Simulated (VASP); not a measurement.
OSZICAR of a VASP run on Ta (space group Im-3m):

**OSZICAR**
```
       N       E                     dE             d eps       ncg     rms          rms(c)
DAV:   1     0.271085283085E+02    0.27109E+02   -0.50790E+03  1896   0.780E+02
DAV:   2    -0.118323602970E+02   -0.38941E+02   -0.38251E+02  2254   0.185E+02
DAV:   3    -0.122714286252E+02   -0.43907E+00   -0.43545E+00  2210   0.206E+01
DAV:   4    -0.122738689544E+02   -0.24403E-02   -0.24116E-02  2099   0.124E+00
DAV:   5    -0.122738854974E+02   -0.16543E-04   -0.16541E-04  2121   0.852E-02    0.145E+01
DAV:   6    -0.119230345777E+02    0.35085E+00   -0.39157E-01  1940   0.755E+00    0.718E+00
DAV:   7    -0.118160956418E+02    0.10694E+00   -0.32602E-01  1963   0.655E+00    0.427E-01
DAV:   8    -0.118147129862E+02    0.13827E-02   -0.32609E-03  2021   0.687E-01    0.530E-02
DAV:   9    -0.118147232393E+02   -0.10253E-04   -0.26267E-05  2061   0.570E-02    0.321E-02
DAV:  10    -0.118147221609E+02    0.10784E-05   -0.36165E-06  2022   0.265E-02    0.529E-03
DAV:  11    -0.118147217821E+02    0.37884E-06   -0.12135E-07   981   0.501E-03
   1 F= -.11814722E+02 E0= -.11810654E+02  d E =-.813461E-02
```

Q: Which electronic solver shows in the log?

A: It is blocked Davidson (ALGO = Normal, or the opening steps of other solvers). The INCAR had ALGO = Normal.

Q: Can the final energy be trusted as converged?

A: The run converged. It stopped with EDIFF = 1E-6, NELM = 100 (PBE GGA, plane waves, VASP's PBE PAW potentials (set 64)).

The structure is a typed Ta crystal (Im-3m). The cell was not relaxed at this level.
